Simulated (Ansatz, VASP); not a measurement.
## Cross-check of ZnS (Wurtzite-2H) between VASP and Ansatz

Aim: how closely do two programs agree when they are given the same cell, functional and k mesh? The cell is taken from a series of runs on this material, whose earlier steps may have relaxed, scaled, displaced or heated it; both programs get it as it stands. Other levels of theory on this material are compared in a session of their own.

Program: Ansatz 0.2.0. Level of theory: plane waves, with VASP 6.6.1 beside it; relaxation of cell and atoms at LDA. Results are calculated unless marked as measured.

## 1. The structure

Symmetry: P6_3mc, No. 186, hexagonal system. The conventional cell has a = 3.738 Å, b = 3.738 Å, c = 6.143 Å, α = 90.00°, β = 90.00°, γ = 120.00°. Nearest to S lie 4 Zn at 2.29 to 2.30 Å. Nearest to Zn lie 4 S at 2.29 to 2.30 Å. Farther neighbours and most contacts between anions are not listed.

Coordinates:

```xyz
4
Lattice="3.7382 0.0000 0.0000 -1.8691 3.2373 0.0000 0.0000 0.0000 6.1428" Properties=species:S:1:pos:R:3 pbc="T T T"
S     0.0000    2.1582    2.3306
S     1.8691    1.0791    5.4021
Zn    0.0000    2.1582    0.0344
Zn    1.8691    1.0791    3.1058
```

## 2. VASP: relaxation of cell and atoms, LDA

The relaxed volume is the usual yardstick between codes: in a stiff, nearly cubic crystal its relative difference is about their pressure difference at one cell divided by the bulk modulus.

Lines of VASP's logs that name or quote its potential files are left out, and so is its time.

INCAR reads:

```
SYSTEM = ZnS
PREC = Accurate
ENCUT = 500
EDIFF = 1E-07
NELM = 120
ISMEAR = 0
SIGMA = 0.01
LREAL = .FALSE.
ALGO = Normal
GGA = CA
NBANDS = 24
LORBIT = 11
LWAVE = .FALSE.
LCHARG = .FALSE.
ISIF = 3
IBRION = 2
NSW = 80
EDIFFG = -0.005
LASPH = .TRUE.
GGA_COMPAT = .FALSE.
NELMIN = 4
EFERMI = MIDGAP
KPAR = 2
```

POSCAR reads:

```
ZnS
1.0
    3.7381580000      0.0000000000      0.0000000000
   -1.8690790000      3.2373400000      0.0000000000
    0.0000000000      0.0000000000      6.1428450000
S Zn
2 2
Direct
    0.3333332304      0.6666664607      0.3794072616
    0.6666666152      0.3333332304      0.8794073430
    0.3333332304      0.6666664607      0.0055926855
    0.6666666152      0.3333332304      0.5055927669
```

KPOINTS reads:

```
Automatic mesh
0
Gamma
9 9 6
0 0 0
```

PAW data sets: S and Zn (LDA family, release 64).

Command:

```
mpirun -np 2 vasp_std
```

Numbers of over 12 decimals in the logs are rounded to 6 here.

What it wrote:

```text
[banner, memory and clock lines left out]
running    2 mpi-ranks, on    1 nodes
 distrk:  each k-point on    1 cores,    2 groups
 distr:  one band on    1 cores,    1 groups

 POSCAR found type information on POSCAR S Zn
 POSCAR found :  2 types and       4 ions
 LDA part: xc-table for (Slater(with rela. corr.)+CA(PZ))
 , standard interpolation
 POSCAR, INCAR and KPOINTS ok, starting setup
 FFT: planning ... GRIDC
 FFT: planning ... GRID_SOFT
 FFT: planning ... GRID
 WAVECAR not read
 entering main loop
       N       E                     dE             d eps       ncg     rms          rms(c)
DAV:   1     0.233365285340E+03    0.23337E+03   -0.17074E+04  2304   0.181E+03
DAV:   2     0.410513533837E+01   -0.22926E+03   -0.22184E+03  2408   0.364E+02
DAV:   3    -0.168426777459E+02   -0.20948E+02   -0.20837E+02  2872   0.112E+02
DAV:   4    -0.172719817459E+02   -0.42930E+00   -0.42904E+00  2704   0.165E+01
DAV:   5    -0.172799850752E+02   -0.80033E-02   -0.80022E-02  2984   0.215E+00    0.109E+01
DAV:   6    -0.164282356449E+02    0.85175E+00   -0.18993E+00  3304   0.424E+01    0.818E+00
DAV:   7    -0.164263332709E+02    0.19024E-02   -0.16690E+00  2584   0.778E+00    0.329E+00
DAV:   8    -0.164038080810E+02    0.22525E-01   -0.66842E-02  3096   0.246E+00    0.984E-01
DAV:   9    -0.164025237180E+02    0.12844E-02   -0.17909E-02  3240   0.179E+00    0.286E-01
DAV:  10    -0.164025647901E+02   -0.41072E-04   -0.59468E-04  2960   0.318E-01    0.166E-01
DAV:  11    -0.164025862280E+02   -0.21438E-04   -0.73398E-05  2880   0.102E-01    0.894E-02
DAV:  12    -0.164025834165E+02    0.28115E-05   -0.15255E-05  3040   0.510E-02    0.110E-02
DAV:  13    -0.164025835752E+02   -0.15870E-06   -0.60522E-07  2848   0.523E-03    0.425E-03
DAV:  14    -0.164025836309E+02   -0.55774E-07   -0.56701E-08  1864   0.178E-03
   1 F= -.16402584E+02 E0= -.16402584E+02  d E =-.164026E+02
 curvature:   0.00 expect dE= 0.000E+00 dE for cont linesearch  0.000E+00
 trial: gam= 0.00000 g(F)=  0.108E-07 g(S)=  0.481E-03 ort = 0.000E+00 (trialstep = 0.100E+01)
 search vector abs. value=  0.481E-03
 bond charge predicted
       N       E                     dE             d eps       ncg     rms          rms(c)
DAV:   1    -0.164093836394E+02   -0.68001E-02   -0.89374E-02  2728   0.551E+00    0.603E-01
DAV:   2    -0.164036396771E+02    0.57440E-02   -0.22436E-02  2720   0.360E+00    0.233E-01
DAV:   3    -0.164029496052E+02    0.69007E-03   -0.80528E-04  2464   0.224E-01    0.113E-01
DAV:   4    -0.164027559703E+02    0.19363E-03   -0.12255E-04  3176   0.110E-01    0.600E-02
DAV:   5    -0.164027249853E+02    0.30985E-04   -0.29039E-05  3784   0.964E-02    0.915E-03
DAV:   6    -0.164027247365E+02    0.24879E-06   -0.17365E-05  2592   0.441E-02    0.494E-03
DAV:   7    -0.164027247210E+02    0.15522E-07   -0.28029E-06  2856   0.140E-02    0.487E-03
DAV:   8    -0.164027246116E+02    0.10945E-06   -0.54148E-07  2592   0.877E-03    0.724E-04
DAV:   9    -0.164027246124E+02   -0.83173E-09   -0.96169E-09  1296   0.115E-03
   2 F= -.16402725E+02 E0= -.16402725E+02  d E =-.140981E-03
 trial-energy change:   -0.000141  1 .order   -0.000131   -0.000481    0.000219
 step:   0.7050(harm=  0.6871)  dis= 0.00001  next Energy=   -16.402757 (dE=-0.173E-03)
 bond charge predicted
       N       E                     dE             d eps       ncg     rms          rms(c)
DAV:   1    -0.164033372668E+02   -0.61266E-03   -0.77491E-03  2720   0.161E+00    0.178E-01
DAV:   2    -0.164028353298E+02    0.50194E-03   -0.19882E-03  2712   0.110E+00    0.689E-02
DAV:   3    -0.164027754217E+02    0.59908E-04   -0.70945E-05  2496   0.715E-02    0.332E-02
DAV:   4    -0.164027586772E+02    0.16744E-04   -0.11577E-05  3176   0.337E-02    0.182E-02
DAV:   5    -0.164027558676E+02    0.28097E-05   -0.25524E-06  3752   0.284E-02    0.307E-03
DAV:   6    -0.164027558042E+02    0.63402E-07   -0.15285E-06  2488   0.126E-02    0.145E-03
DAV:   7    -0.164027557964E+02    0.77689E-08   -0.21516E-07  1624   0.341E-03
   3 F= -.16402756E+02 E0= -.16402756E+02  d E =-.172165E-03
 curvature:  -0.34 expect dE=-0.485E-06 dE for cont linesearch -0.480E-06
 trial: gam=-0.05106 g(F)=  0.919E-08 g(S)=  0.141E-05 ort = 0.260E-04 (trialstep = 0.941E+00)
 search vector abs. value=  0.179E-07
 reached required accuracy - stopping structural energy minimisation
```

Parts of OUTCAR (step 2):

```text
ion  position               nearest neighbor table
   1  0.333  0.667  0.379-   4 2.29   4 2.29   4 2.29   3 2.30
   2  0.667  0.333  0.879-   3 2.29   3 2.29   3 2.29   4 2.30
   3  0.333  0.667  0.006-   2 2.29   2 2.29   2 2.29   1 2.30
   4  0.667  0.333  0.506-   1 2.29   1 2.29   1 2.29   2 2.30

  LATTYP: Found a hexagonal cell.
 ALAT       =     3.7381580000
 C/A-ratio  =     1.6432812631

 Subroutine GETGRP returns: Found 12 space group operations
 (whereof  6 operations were pure point group operations)

The static configuration has the point symmetry C_3v.
 The point group associated with its full space group is C_6v.

 Found     48 irreducible k-points:

   k-points           NKPTS =     48   k-points in BZ     NKDIM =     48   number of bands    NBANDS=     24

   dimension x,y,z NGX =    28 NGY =   28 NGZ =   48
   dimension x,y,z NGXF=    56 NGYF=   56 NGZF=   96

   ENCUT  =  500.0 eV  36.75 Ry    6.06 a.u.   6.82  6.82 11.20*2*pi/ulx,y,z

   NELECT =      36.0000    total number of electrons

 k-points in reciprocal lattice and weights: Automatic mesh
   0.00000000  0.00000000  0.00000000       0.002
   0.11111111  0.00000000  0.00000000       0.012
   0.22222222 -0.00000000  0.00000000       0.012
   0.33333333  0.00000000  0.00000000       0.012
   0.44444444 -0.00000000  0.00000000       0.012
   0.11111111  0.11111111  0.00000000       0.012
   0.22222222  0.11111111  0.00000000       0.025
   0.33333333  0.11111111  0.00000000       0.025
   0.44444444  0.11111111  0.00000000       0.012
[...]
0.33333333  0.22222222  0.50000000       0.025
   0.33333333  0.33333333  0.50000000       0.004

 average (electrostatic) potential at core
       1 -88.7780       2 -88.7780       3 -37.0716       4 -37.0716

 E-fermi :   3.6088

 k-point     1 :       0.0000    0.0000    0.0000
  band No.  band energies     occupation
    ...
     14       1.5183      2.00000
     15       1.5183      2.00000
     16       2.3996      2.00000
     17       2.5027      2.00000
     18       2.5027      2.00000
     19       4.7149      0.00000
     20       5.5188      0.00000
     21       8.6296      0.00000
     22       8.6296      0.00000
     23       8.8741      0.00000
    ...

 k-point     2 :       0.1111    0.0000    0.0000
  band No.  band energies     occupation
    ...
     14       0.8156      2.00000
     15       1.3029      2.00000
     16       1.7329      2.00000
     17       2.2806      2.00000
     18       2.3871      2.00000
     19       5.3935      0.00000
     20       6.1334      0.00000
     21       8.2455      0.00000
     22       8.8843      0.00000
     23       9.1296      0.00000
    ...

 k-point     3 :       0.2222   -0.0000    0.0000
  band No.  band energies     occupation
    ...
     14      -0.4622      2.00000
     15       0.4659      2.00000
     16       0.8288      2.00000
     17       1.9052      2.00000
     18       2.0891      2.00000
     19       6.2787      0.00000
     20       6.5198      0.00000
     21       8.2504      0.00000
     22       8.9610      0.00000
     23       9.3087      0.00000
    ...

  Total        0.0063314      0.0063314      0.0060396      0.0000000     -0.0000000      0.0000000
  in kB        0.1360562      0.1360562      0.1297861      0.0000000     -0.0000000      0.0000000
  external PRESSURE =       0.1339662 kB  Pullay stress =       0.0000000 kB

  energy-cutoff  :      500.00
  volume of cell :       74.56
      direct lattice vectors                 reciprocal lattice vectors
     3.741751548  0.000000000  0.000000000     0.267254516  0.154299457 -0.000000000
    -1.870875774  3.240452105 -0.000000000     0.000000000  0.308598914 -0.000000000
     0.000000000  0.000000000  6.149091955    -0.000000000  0.000000000  0.162625638

 POSITION                                       TOTAL-FORCE (eV/Angst)
 -----------------------------------------------------------------------------------
      0.00000      2.16030      2.33300         0.000000      0.000000      0.000218
      1.87088      1.08015      5.40755        -0.000000      0.000000      0.000218
      0.00000      2.16030      0.03440         0.000000      0.000000     -0.000218
      1.87088      1.08015      3.10894         0.000000     -0.000000     -0.000218
 -----------------------------------------------------------------------------------
    total drift:                               -0.000001      0.000660     -0.000655

  FREE ENERGIE OF THE ION-ELECTRON SYSTEM (eV)
  ---------------------------------------------------
  free  energy   TOTEN  =       -16.4027557964 eV

  energy  without entropy=      -16.4027557964  energy(sigma->0) =      -16.40275580

 reached required accuracy - stopping structural energy minimisation

 total charge
# of ion       s       p       d       tot
------------------------------------------
    1        1.312   2.443   0.000   3.755
    2        1.312   2.443   0.000   3.755
    3        0.548   0.537   9.805  10.890
    4        0.548   0.537   9.805  10.890
--------------------------------------------------
tot          3.720   5.961  19.610  29.291

[... 3 further parts left out ...]
```

CONTCAR:

```
ZnS
   1.00000000000000
     3.7417515483541259    0.0000000000000000    0.0000000000000000
    -1.8708757741770630    3.2404521047661072   -0.0000000000000000
     0.0000000000000000    0.0000000000000000    6.1490919547885126
  S               Zn
     2     2
Direct
     0.3333332304000010    0.6666664607000001    0.3794059496221675
     0.6666666152000005    0.3333332304000010    0.8794060310221635
     0.3333332304000010    0.6666664607000001    0.0055939974778314
     0.6666666152000005    0.3333332304000010    0.5055940788778347
```

The run keeps the 12 symmetry operations of its start, so it cannot find a distortion of lower symmetry.

[end of part 1 of 2]

[Lines on the potential files, build, host, timing and source positions are cut from VASP's logs without a mark.]

[Logs are printed without paths, hosts, clocks, repeated set-up lines and the standing remarks that a program may print on its own settings, such as how far it seeks lower states.]

[Hosts, paths, dates, database ids (printed as entryN), source tags and the programs' standing remarks are cut or masked in the printed files.]
